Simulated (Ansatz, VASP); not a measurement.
# MgGa3As3S: VASP beside Ansatz, part 2 of 2

Wanted: the spread between two codes on one cell, functional and k mesh. The cell is generated by rule, not measured, and may not be a known phase. The cell is taken from a series of runs on this material, whose earlier steps may have relaxed, scaled, displaced or heated it; both programs get it as it stands.

VASP 6.6.1 and Ansatz 0.2.0.

So far: Starting point; VASP: relaxation of cell and atoms, LDA.

The structure was built from a prototype and need not be the compound's stable phase.

## (3) Ansatz: relaxation of cell and atoms, LDA

Level of this step: Ansatz beside VASP: Kohn-Sham DFT, plane waves, LDA (Ansatz).

Ansatz runs on its default PAW (the set named soft_2) files.

The same cell, functional (in two slightly different forms), mesh and smearing now go to Ansatz, which takes its cutoff from its data sets.

Contents of input.yaml:

```yaml
crystal:
  lattice:
    - [2.82125, 2.82125, 0.0]
    - [-2.82125, 2.82125, 0.0]
    - [0.0, 0.0, 11.285]
  atoms:
    - { symbol: As, position: [0.5, 0.0, 0.125] }
    - { symbol: As, position: [1.0, 0.5, 0.375] }
    - { symbol: As, position: [0.5, 0.0, 0.625] }
    - { symbol: Ga, position: [0.0, 0.0, 0.0] }
    - { symbol: Ga, position: [0.5, 0.5, 0.25] }
    - { symbol: Ga, position: [0.0, 0.0, 0.5] }
    - { symbol: Mg, position: [0.5, 0.5, 0.75] }
    - { symbol: S, position: [1.0, 0.5, 0.875] }
kpoints:
  mp_grid: { grid: [6, 6, 2] }
hamiltonian:
  xc: lda
scf:
  occupations: { method: gaussian, width: 0.1 }
output:
  forces: true
  stress: true
  eigenvalues: true
relax:
  adjacent_minimum: "off"
  f_tol: 0.05
  max_steps: 80
  cell: { stress_tol: 0.5 }
```

Command:

```bash
ansatz run input.yaml --threads 4 --pin off --max-ram 14336MiB --backend cpu --events-out ev --progress --plain --runs-dir out
```

Numbers of over 12 decimals in the logs are rounded to 6 here.

What it wrote:

```text
The last accepted step is kept in <dir> (removed where the run ends without a failure and the disk answers)
Engine: ansatz 0.2.0, aarch64-unknown-linux-gnu
Pseudopotentials: kind: paw
Pseudopotential: As, paw, valence charge 15, recommended cutoff 420 eV (normal), As.paw.azcp
Pseudopotential: Ga, paw, valence charge 13, recommended cutoff 420 eV (normal), Ga.paw.azcp
Pseudopotential: Mg, paw, valence charge 10, recommended cutoff 420 eV (normal), Mg.paw.azcp
Pseudopotential: S, paw, valence charge 6, recommended cutoff 420 eV (normal), S.paw.azcp
Functional definition: SPW92
  exchange = slater_x
  correlation = pw_c
Crystal: 8 atoms, lattice volume = 179.645 Å³
Basis set: ecut = 420 eV, 3501 PW (Γ)
Bands: 60, of which v1, the nominal top of the filled ones, is band 50 counted from 1 (49 counted from 0)
Symmetry: 4 space group operations
Space group: Pmm2 (ITA 25), of the structure as read, at distance tolerance 5.6e-5 Å
k-points: 32 of 72
Non-local potential: As, projectors of the file, l = 0: 2, l = 1: 2, l = 2: 3, l = 3: 1
Non-local potential: Ga, projectors of the file, l = 0: 2, l = 1: 2, l = 2: 3, l = 3: 1
Non-local potential: Mg, projectors of the file, l = 0: 3, l = 1: 2, l = 2: 1
Non-local potential: S, projectors of the file, l = 0: 2, l = 1: 2, l = 2: 2
PAW form: soft (Blöchl's): semilocal exchange-correlation on the pseudo side does not see the compensation charge
PAW frozen core: As, regenerated for the run's functional, and the local potential with it (the file was generated under x = pbe(κ = 0.804, μ = 0.219515), c = pbe(β = 0.066725))
PAW frozen core: Ga, regenerated for the run's functional, and the local potential with it (the file was generated under x = pbe(κ = 0.804, μ = 0.219515), c = pbe(β = 0.066725))
PAW frozen core: Mg, regenerated for the run's functional, and the local potential with it (the file was generated under x = pbe(κ = 0.804, μ = 0.219515), c = pbe(β = 0.066725))
PAW frozen core: S, regenerated for the run's functional, and the local potential with it (the file was generated under x = pbe(κ = 0.804, μ = 0.219515), c = pbe(β = 0.066725))
PAW one-centre angular grid: As, 590 points (default); XC on 64 Gauss nodes
PAW one-centre angular grid: Ga, 590 points (default); XC on 64 Gauss nodes
PAW one-centre angular grid: Mg, 110 points (default); XC on 64 Gauss nodes
PAW one-centre angular grid: S, 110 points (default); XC on 64 Gauss nodes
Initial density: superposition of atomic densities (neutral atoms: chi_scale 0, normalization atom), corrected by the library's trained network
Initial wavefunctions: pseudopotential atomic-orbital guess
Functional: x = slater, c = lda
SCF iter   1: F=—  HF=-28216.726522 eV  |F-HF|=—  |Δ(HF+E_count)|=         —  Δρ=5.78e-3  dr2=4.81e-2  ethr=1.77e-3  ⟨swp⟩=6.1  Hψ=6542  notcnv=0  defer=4
preconditioner: auto → LDOS  [insulator: Δε(μ)=0.274 eV  Ē_g=13.734 eV  σ=0.100 eV  W_gap=0.70  n_scr=48 (ndim 8)  ℏωp=21.8 eV  f_vac=0.065  D(μ)=1.10/eV (n_scr^D=2)  ε∞_Penn≈3.5  β→1.0]
SCF iter   2: F=—  HF=-28216.728460 eV  |F-HF|=—  |Δ(HF+E_count)|=   1.94e-3  Δρ=3.51e-3  dr2=6.33e-2  ethr=4.81e-5  ⟨swp⟩=2.1  Hψ=4021  notcnv=0  defer=109
SCF iter   3: F=—  HF=-28216.712653 eV  |F-HF|=—  |Δ(HF+E_count)|=   1.58e-2  Δρ=1.23e-3  dr2=1.14e-2  ethr=4.81e-5  ⟨swp⟩=2.0  Hψ=3491  notcnv=0  defer=109
SCF iter   4: F=—  HF=-28216.710473 eV  |F-HF|=—  |Δ(HF+E_count)|=   2.18e-3  Δρ=2.73e-4  dr2=5.64e-4  ethr=1.14e-5  ⟨swp⟩=2.0  Hψ=2387  notcnv=0  defer=13
SCF iter   5: F=—  HF=-28216.710352 eV  |F-HF|=—  |Δ(HF+E_count)|=   1.20e-4  Δρ=9.65e-5  dr2=6.34e-5  ethr=5.64e-7  ⟨swp⟩=2.0  Hψ=3288  notcnv=0  defer=11
SCF iter   6: F=—  HF=-28216.710336 eV  |F-HF|=—  |Δ(HF+E_count)|=   1.63e-5  Δρ=2.93e-5  dr2=1.38e-6  ethr=6.34e-8  ⟨swp⟩=2.0  Hψ=2237  notcnv=0  defer=8
SCF iter   7: F=—  HF=-28216.710336 eV  |F-HF|=—  |Δ(HF+E_count)|=   2.51e-7  Δρ=1.23e-5  dr2=5.37e-7  ethr=1.38e-9  ⟨swp⟩=2.0  Hψ=3409  notcnv=0  defer=8
SCF iter   8: F=—  HF=-28216.710336 eV  |F-HF|=—  |Δ(HF+E_count)|=   2.54e-8  Δρ=5.74e-6  dr2=1.43e-7  ethr=5.37e-10  ⟨swp⟩=2.0  Hψ=2159  notcnv=0  defer=8
SCF iter   9: F=-28216.710336 eV  HF=-28216.710336 eV  |F-HF|=5.20e-9  |Δ(HF+E_count)|=   2.67e-8  Δρ=2.32e-6  dr2=1.05e-8  ethr=1.00e-10  ⟨swp⟩=9.2  Hψ=8164  notcnv=0
SCF 1 converged in 9 iterations: F = -28216.710336 eV  dr2 = 1.05e-8
  greatest PAW one-centre occupation: 1.000 electrons in one spin orbital (limit 2), on the Mg atom at site 6 (counted from 0), in its partial waves of l = 1
relax step   1: F+E_penalty+E_count = -28216.71033560 eV  Δ(F+E_penalty+E_count) = +0.000e0 eV  max|allowed force component| = 9.287e-1 eV/Å  Δτ_max = 0.0000 Å  P = -0.697 GPa  Ω = 179.645 Å³  (9 SCF iters, dr2 threshold 1.00e-7 eV, accepted)
[...]
relax step   2: F+E_penalty+E_count = -28216.81929430 eV  Δ(F+E_penalty+E_count) = -1.090e-1 eV  max|allowed force component| = 1.737e-1 eV/Å  Δτ_max = 0.1076 Å  P = -0.072 GPa  Ω = 178.095 Å³  energy of the carried Pulay correction = +2.397e-4 eV  (7 SCF iters, dr2 threshold 8.00e-7 eV, accepted)
[...]
relax step   3: F+E_penalty+E_count = -28216.82487946 eV  Δ(F+E_penalty+E_count) = -5.585e-3 eV  max|allowed force component| = 2.460e-2 eV/Å  Δτ_max = 0.0210 Å  P = +0.040 GPa  Ω = 177.931 Å³  energy of the carried Pulay correction = +2.652e-4 eV  (6 SCF iters, dr2 threshold 8.00e-7 eV, accepted)
[...]
relax step   4: F+E_penalty+E_count = -28216.82464736 eV  Δ(F+E_penalty+E_count) = +2.321e-4 eV  max|allowed force component| = 2.463e-2 eV/Å  Δτ_max = 0.0000 Å  P = +0.040 GPa  Ω = 177.931 Å³  stress off target by 1.23e-1 GPa  SCF on the basis re-selected at this cell (its energy is not comparable with the rows above)  (5 SCF iters)
basis re-selected at this cell: Δ(F+E_penalty+E_count) = +2.321e-4 eV, ΔP = -0.000 GPa vs the last step (what re-selecting the basis moved, of the pressure what is left beyond the Pulay correction that the steps carried, after the strain that the cell walked since its last selection, with what the two solves' SCF thresholds leave and, on support functions, any second-order correction that the steps lacked; it is no m [...]
SCF converged after 5 iterations
Free energy (F): -28216.824647 eV
Harris-Foulkes:  -28216.824647 eV  (|F-HF|=1.18e-9)
Internal energy: -28216.818314 eV  (E = F + TS)
E sigma→0 (E₀):  -28216.821481 eV
Entropy (-TS):   -0.006333 eV (-0.792 meV/atom)
Fermi energy:    7.673619 eV
--- Per-component energies (eV) ---
  E_band       = -1347.369481
  E_kinetic    = 846.532076
  E_local      = -14718.089384  (includes V_loc(G=0)·N_el)
  E_nonlocal   = -589.365385
  E_hartree    = 7125.889909
  E_xc         = -570.084250
  E_vxc        = -541.985200  (∫ρ·V_xc dr)
  E_paw        = -11840.379006  (= ΣΔE_a)
  E_vpaw       = -596.239325  (= ΣTr[D̂ρ^β])
  E_aug_tail   = -0.000330  (compensation charges beyond the density's cutoff)
  E_ewald      = -8483.036751
  E_core_change = 11.714807  (= ΣΔE_core)
  E_smearing   = -0.006333  (= −TS)
  E_closure    = -0.000000  (closes the sum)
  Σ components = -28216.824647   (vs F -28216.824647, Δ=0.00e0)
--- Forces (eV/Å), atoms counted from 1 ---
  atom   1  As     0.00000000     0.00000000     0.01956295
  atom   2  As     0.00000000     0.00000000     0.00782413
  atom   3  As    -0.00000000     0.00000000     0.00417126
  atom   4  Ga     0.00000000    -0.00000000     0.00468826
  atom   5  Ga    -0.00000000     0.00000000    -0.00894479
  atom   6  Ga     0.00000000     0.00000000    -0.01481925
  atom   7  Mg    -0.00000000     0.00000000    -0.02463208
  atom   8  S     -0.00000000     0.00000000     0.01213383
  max |Σ_I F_I| component: 1.57e-5 eV/Å
--- Stress (GPa, compression-positive) ---
       -0.001344       0.081007       0.000000
        0.081007      -0.001344       0.000000
        0.000000       0.000000       0.123019
  P = ⅓ Tr σ = 0.0401 GPa (0.401 kbar)
--- Band table (eV; the first three rows and the last of 32) ---
  k-point 0: bands = [... 46 lower, 6.0284, 6.7149, 7.0078, 7.4969, 7.6251, 8.5399, 8.7582, 9.4921, ... 6 higher]
  k-point 1: bands = [... 46 lower, 6.0058, 6.1590, 6.8680, 7.4824, 8.2733, 8.5680, 9.0059, 9.5066, ... 6 higher]
  k-point 2: bands = [... 46 lower, 5.8912, 6.2773, 6.5258, 6.9382, 8.7027, 8.7842, 9.6136, 9.9842, ... 6 higher]
  k-point 31: bands = [... 46 lower, 4.3405, 4.4399, 5.0959, 5.1937, 9.4329, 9.4950, 9.5187, 9.9173, ... 6 higher]
--- Relaxed structure (3 steps of the walk, 3 accepted, 1 SCFs on fresh bases) ---
  F+E_penalty+E_count = -28216.82464736 eV   max|allowed force component| = 2.463e-2 eV/Å   (the final SCF, on the basis selected at the relaxed cell)
  cell:  # Å, volume = 177.9307 Å³
    - [2.802605, 2.802605, 0]
    - [-2.828949, 2.828949, 0]
    - [0, 0, 11.221057]
  atoms:
    - { symbol: As, position: [0.5, 0, 0.122602] }
    - { symbol: As, position: [1.0, 0.500000, 0.370841] }
    - { symbol: As, position: [0.5, 0, 0.618246] }
    - { symbol: Ga, position: [0, 0, 0.002399] }
    - { symbol: Ga, position: [0.5, 0.500000, 0.249117] }
    - { symbol: Ga, position: [0, 0, 0.498372] }
    - { symbol: Mg, position: [0.5, 0.500000, 0.752026] }
    - { symbol: S, position: [1.0, 0.500000, 0.886397] }
```

## (4) Differences

Known differences besides the potentials themselves: the data sets hold 100 valence electrons in Ansatz (on its default PAW (the set named soft_2) files) and 62 in VASP; the cutoff is 420 eV in Ansatz and 600 eV in VASP; VASP's log shows a relativistic correction to its local exchange, Ansatz's none; Ansatz adds a Pulay correction to the stress that steers its cell, VASP none. Total energies have different zeros and are not compared.

The two programs side by side:

| quantity | Ansatz | VASP | difference |
| --- | --- | --- | --- |
| volume (Å³) | 177.93 | 177.92 | +0.01 % |
| edge a after relaxation, in the typed setting (Å) | 3.963 | 3.967 | -0.08 % |
| edge b after relaxation, in the typed setting (Å) | 4.001 | 3.999 | +0.05 % |
| edge c after relaxation, in the typed setting (Å) | 11.221 | 11.217 | +0.04 % |

## (5) What came out

```yaml
difference_in_edge_a_after_relaxation_in_the_typed_setting_relaxation_of_cell_and_atoms_lda: -0.081 %
```

The difference in edge a after relaxation, in the typed setting is -0.081 % (relaxation of cell and atoms, LDA), within the 1.2 % picked in this series as the mark of a large difference, as far as the stopping tolerances let one tell. The data sets hold unlike numbers of valence electrons (100 in Ansatz and 62 in VASP), so part of the differences comes from the potentials. Such differences can come from data sets, numerical settings and the points named under the comparisons, not from the functional's error against experiment.

[Lines on the potential files, build, host, timing and source positions are cut from VASP's logs without a mark.]

[Logs are printed without paths, hosts, clocks, repeated set-up lines and the standing remarks that a program may print on its own settings, such as how far it seeks lower states.]

[Hosts, paths, dates, database ids (printed as entryN), source tags and the programs' standing remarks are cut or masked in the printed files.]
